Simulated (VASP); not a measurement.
Given:

```xyz
2
Lattice="1.7900 -3.1004 0.0000 1.7900 3.1004 0.0000 0.0000 0.0000 5.6200" Properties=species:S:1:pos:R:3 pbc="T T T"
Ho     1.7900     1.0335     1.4050
Ho     1.7900    -1.0335     4.2150
```
Starting moments (μB, in the order of the record's atoms Ho Ho): 4.0 4.0.

These are PBE GGA, VASP's PBE PAW potentials (set 64) (plane waves; VASP 6.6.1) values and carry that method's errors. Run with 300 eV cut-off, 7×7×4 Γ-centred mesh, Gaussian smearing of 0.20 eV, potentials Ho.

At this cut-off the stress carries a Pulay error, which pulls relaxed volumes low.

Question: Predict the cell moment, energy per atom (σ→0), pressure, band gap (on the k-mesh) with the smallest direct gap where there is one.

Answer: 
```json
{
 "band gap (on the k-mesh)": "none (metal, semimetal or under 0.01 eV)",
 "cell_moment": "7.41 μB",
 "energy per atom (σ→0)": "-6.433 eV/atom",
 "pressure": "1.69 GPa"
}
```

Question: Give the moment on each site (PAW-sphere projection).

Answer: 
| site | moment (μB) |
|---|---|
| Ho1 | 3.53 |
| Ho2 | 3.53 |

Only differences to runs with the same potentials and settings are physical.

The structure is a typed Ho crystal. The cell was not relaxed at this level.
